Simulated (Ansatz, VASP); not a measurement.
# Cross-check of Nb (Nb(111)) between VASP and Ansatz, part 2 of 2

Aim: how closely do two programs agree when they are given the same cell, functional and k mesh? The structure shown is the end of the VASP relaxation below.

VASP 6.6.1 and Ansatz 0.2.0.

So far: The starting structure; VASP: relaxation, PBEsol.

**3. Ansatz: single point, PBEsol**

Level of this step: Ansatz beside VASP: Kohn-Sham DFT, plane waves, PBEsol (Ansatz).

Ansatz runs on its default PAW (the set named soft_2) files.

The same cell, functional, mesh and smearing now go to Ansatz, which takes its cutoff from its data sets.

Contents of input.yaml:

```yaml
crystal:
  lattice:
    - [4.64427104, 0.0, 0.0]
    - [2.32213552, 4.0220567, 0.0]
    - [0.0, 0.0, 24.48007857]
  atoms:
    - { symbol: Nb, position: [0.66666667, 0.66666667, 0.31909093] }
    - { symbol: Nb, position: [0.0, 0.0, 0.34643746] }
    - { symbol: Nb, position: [0.33333333, 0.33333333, 0.38007063] }
    - { symbol: Nb, position: [0.66666667, 0.66666667, 0.42544221] }
    - { symbol: Nb, position: [0.0, 0.0, 0.46040004] }
    - { symbol: Nb, position: [0.33333333, 0.33333333, 0.5] }
    - { symbol: Nb, position: [0.66666667, 0.66666667, 0.53959996] }
    - { symbol: Nb, position: [0.0, 0.0, 0.57455779] }
    - { symbol: Nb, position: [0.33333333, 0.33333333, 0.61992937] }
    - { symbol: Nb, position: [0.66666667, 0.66666667, 0.65356254] }
    - { symbol: Nb, position: [0.0, 0.0, 0.68090907] }
hamiltonian:
  xc: pbesol
  pseudopotentials: { kind: paw }
kpoints:
  mp_grid: { grid: [9, 9, 1] }
scf:
  occupations: { method: methfessel_paxton, width: 0.15 }
  n_extra_bands: 6
output:
  forces: true
  eigenvalues: true
```

On the command line:

```sh
ansatz run input.yaml --threads 4 --pin off --max-ram 9216MiB --backend cpu --events-out ev --progress --plain --runs-dir out
```

Numbers of over 12 decimals in the logs are rounded to 6 here.

The program printed:

```text
scf.n_extra_bands = 6 over 72 filled bands (N_el = 143.0): the run solves 78 bands
Engine: ansatz 0.2.0, aarch64-unknown-linux-gnu
Pseudopotentials: kind: paw
Pseudopotential: Nb, paw, valence charge 13, recommended cutoff 420 eV (normal), Nb.paw.azcp
Functional definition: PBEsol
  exchange = pbesol_x
  correlation = pbesol_c
Crystal: 11 atoms, lattice volume = 457.276 Å³
Basis set: ecut = 420 eV, 8967 PW (Γ), exchange–correlation on 64×64×360 points (8 copies of the dense FFT grid, shifted against one another)
Bands: 78, of which v1, the nominal top of the filled ones, is band 72 counted from 1 (71 counted from 0)
Symmetry: 12 space group operations
Space group: P-3m1 (ITA 164), of the structure as read, at distance tolerance 7.7e-5 Å
k-points: 12 of 81
Non-local potential: Nb, projectors of the file, l = 0: 3, l = 1: 2, l = 2: 2, l = 3: 1
PAW form: soft (Blöchl's): semilocal exchange-correlation on the pseudo side does not see the compensation charge
PAW frozen core: Nb, regenerated for the run's functional, and the local potential with it (the file was generated under x = pbe(κ = 0.804, μ = 0.219515), c = pbe(β = 0.066725))
PAW one-centre angular grid: Nb, 590 points (default); XC on 64 Gauss nodes
Initial density: superposition of atomic densities (neutral atoms: chi_scale 0, normalization atom), corrected by the library's trained network
Initial wavefunctions: pseudopotential atomic-orbital guess
Functional: x = pbesol(κ = 0.804, μ = 0.123457), c = pbesol(β = 0.046)
SCF iter   1: F=—  HF=-49444.016217 eV  |F-HF|=—  |Δ(HF+E_count)|=         —  Δρ=1.17e-2  dr2=8.42e0  ethr=1.77e-3  ⟨swp⟩=8.5  Hψ=4650  notcnv=0
preconditioner: auto → LDOS  [metal: Δε(μ)=0.040 eV  Ē_g=2.484 eV  σ=0.150 eV  W_gap=0.22  n_scr=94 (ndim 8)  ℏωp=12.9 eV  f_vac=0.503  D(μ)=9.84/eV (n_scr^D=68)  β→1.0]
SCF iter   2: F=—  HF=-49443.938785 eV  |F-HF|=—  |Δ(HF+E_count)|=   7.74e-2  S|Δr|=    0.00e0  Δρ=1.02e-2  dr2=6.94e0  ethr=1.77e-3  ⟨swp⟩=2.8  Hψ=1413  notcnv=0
SCF iter   3: F=—  HF=-49443.769635 eV  |F-HF|=—  |Δ(HF+E_count)|=   1.69e-1  S|Δr|=    0.00e0  Δρ=1.22e-3  dr2=5.17e-2  ethr=1.77e-3  ⟨swp⟩=2.0  Hψ=1153  notcnv=0
SCF iter   4: F=—  HF=-49443.774173 eV  |F-HF|=—  |Δ(HF+E_count)|=   4.54e-3  S|Δr|=    0.00e0  Δρ=4.45e-4  dr2=3.19e-3  ethr=3.62e-5  ⟨swp⟩=2.1  Hψ=1193  notcnv=0
SCF iter   5: F=—  HF=-49443.773990 eV  |F-HF|=—  |Δ(HF+E_count)|=   1.84e-4  S|Δr|=    0.00e0  Δρ=1.27e-4  dr2=1.27e-4  ethr=2.23e-6  ⟨swp⟩=2.1  Hψ=1243  notcnv=0
SCF iter   6: F=—  HF=-49443.774006 eV  |F-HF|=—  |Δ(HF+E_count)|=   1.59e-5  S|Δr|=    0.00e0  Δρ=4.42e-5  dr2=5.99e-5  ethr=8.91e-8  ⟨swp⟩=3.1  Hψ=1470  notcnv=0
SCF iter   7: F=—  HF=-49443.774799 eV  |F-HF|=—  |Δ(HF+E_count)|=   7.93e-4  S|Δr|=    0.00e0  Δρ=1.26e-5  dr2=1.75e-6  ethr=4.19e-8  ⟨swp⟩=1.8  Hψ=973  notcnv=0
SCF iter   8: F=—  HF=-49443.774799 eV  |F-HF|=—  |Δ(HF+E_count)|=   6.04e-7  S|Δr|=    0.00e0  Δρ=5.22e-6  dr2=6.07e-7  ethr=1.22e-9  ⟨swp⟩=2.8  Hψ=1380  notcnv=0
SCF iter   9: F=-49443.774799 eV  HF=-49443.774799 eV  |F-HF|=1.62e-9  |Δ(HF+E_count)|=   8.75e-8  S|Δr|=    0.00e0  Δρ=1.55e-6  dr2=2.20e-8  ethr=6.99e-11  ⟨swp⟩=7.7  Hψ=4428  notcnv=0
SCF 1 converged in 9 iterations: F = -49443.774799 eV  dr2 = 2.20e-8
  greatest PAW one-centre occupation: 0.998 electrons in one spin orbital (limit 2), on the Nb atom at site 5 (counted from 0), in its partial waves of l = 0
SCF converged after 9 iterations
Stability not checked: this state was not tested for a lower state beside it, because cold or Methfessel-Paxton smearing, or corrected tetrahedra, fill the levels in a way that the test cannot read (fill_not_monotonic; see scf.lower_state_search)
Free energy (F): -49443.774799 eV
Harris-Foulkes:  -49443.774799 eV  (|F-HF|=1.62e-9)
Internal energy: -49443.764374 eV  (E = F + TS)
E sigma→0 (E₀):  -49443.772193 eV
Entropy (-TS):   -0.010426 eV (-0.948 meV/atom)
Fermi energy:    5.540894 eV
--- Per-component energies (eV) ---
  E_band       = -2493.521128
  E_kinetic    = 4344.820455
  E_local      = -145593.981605  (includes V_loc(G=0)·N_el)
  E_nonlocal   = 1346.589212
  E_hartree    = 70470.734009
  E_xc         = -1914.177648
  E_vxc        = -2330.826450  (∫ρ·V_xc dr)
  E_paw        = -33198.090518  (= ΣΔE_a)
  E_vpaw       = -1201.611012  (= ΣTr[D̂ρ^β])
  E_aug_tail   = 0.000067  (compensation charges beyond the density's cutoff)
  E_ewald      = 55098.265857
  E_core_change = 2.075798  (= ΣΔE_core)
  E_smearing   = -0.010426  (= −TS)
  E_closure    = -0.000000  (closes the sum)
  Σ components = -49443.774799   (vs F -49443.774799, Δ=0.00e0)
--- Forces (eV/Å), atoms counted from 1 ---
  atom   1  Nb    -0.00000000    -0.00000000     0.23827557
  atom   2  Nb     0.00000000     0.00000000     0.11339038
  atom   3  Nb    -0.00000000     0.00000000     0.00487561
  atom   4  Nb     0.00000000    -0.00000000    -0.08719585
  atom   5  Nb     0.00000000     0.00000000    -0.00557383
  atom   6  Nb     0.00000000     0.00000000     0.00000000
  atom   7  Nb    -0.00000000    -0.00000000     0.00557383
  atom   8  Nb    -0.00000000     0.00000000     0.08719585
  atom   9  Nb    -0.00000000    -0.00000000    -0.00487561
  atom  10  Nb    -0.00000000    -0.00000000    -0.11339038
  atom  11  Nb     0.00000000     0.00000000    -0.23827557
  max |Σ_I F_I| component: 4.63e-17 eV/Å
--- Band table (eV; the first three rows and the last of 12) ---
  k-point 0: bands = [... 68 lower, 5.0505, 5.0505, 5.2637, 5.4981, 5.5287, 5.5287, 5.6504, 5.7637, ... 2 higher]
  k-point 1: bands = [... 68 lower, 5.1589, 5.1719, 5.2905, 5.6197, 5.6208, 5.7217, 5.7788, 5.7825, ... 2 higher]
  k-point 2: bands = [... 68 lower, 5.2556, 5.2952, 5.4849, 5.7783, 5.8549, 5.9583, 6.0267, 6.2275, ... 2 higher]
  k-point 11: bands = [... 68 lower, 5.3198, 5.3811, 5.3811, 5.8570, 5.8570, 5.9373, 6.0764, 6.0885, ... 2 higher]
```

Wall time 6.3 s (4 threads of Arm Neoverse V2, shared host); peak memory 1.2 GiB; 23 s of CPU time.

Reading the cycles: dr2 is the Hartree energy of the density residual (eV), the measure of convergence; HF is the Harris–Foulkes estimate of the energy, which meets the free energy F at convergence.

**4. Differences**

Known differences besides the potentials themselves: the data sets hold 143 valence electrons in Ansatz (default PAW (the set named soft_2) files) and 121 in VASP; the cutoff is 420 eV in Ansatz and 320 eV in VASP (PREC = Normal); Ansatz makes its cores anew for this functional, VASP keeps those of its PBE data sets. Total energies have different zeros and are not compared.

At this near-relaxed geometry the largest component of a force difference is 238 meV/Å. VASP's last cycles still show a density residual of 2e-02, so its state may not be settled.

**5. Further runs**

Further runs change the set-up of one program: Ansatz's method, potentials or start, or VASP's data sets, cutoff or form of LDA. The table gives Ansatz less VASP for each quantity, since a change that brings one quantity closer may part another.

```tsv
run	r.m.s. force difference (meV/Å)
as above	67
cores kept as stored	66
Ansatz's larger PAW set (cutoff 770 eV)	67
norm-conserving potentials (cutoff 1116 eV)	62
```

**6. Results**

```yaml
r_m_s_force_difference_single_point_pbesol: 67 meV/Å
```

The r.m.s. force difference is 67 meV/Å (single point, PBEsol), beyond the 12 meV/Å picked in this series as the mark of a large difference. For single point, PBEsol, no further run moves any of the tabulated differences by more than a quarter of its size. How closely two codes agree says nothing of how well the functional describes the real material.

[Lines on the potential files, build, host, timing and source positions are cut from VASP's logs without a mark.]

[Logs are printed without paths, hosts, clocks, repeated set-up lines and the standing remarks that a program may print on its own settings, such as how far it seeks lower states.]

[Hosts, paths, dates, database ids (printed as entryN), source tags and the programs' standing remarks are cut or masked in the printed files.]
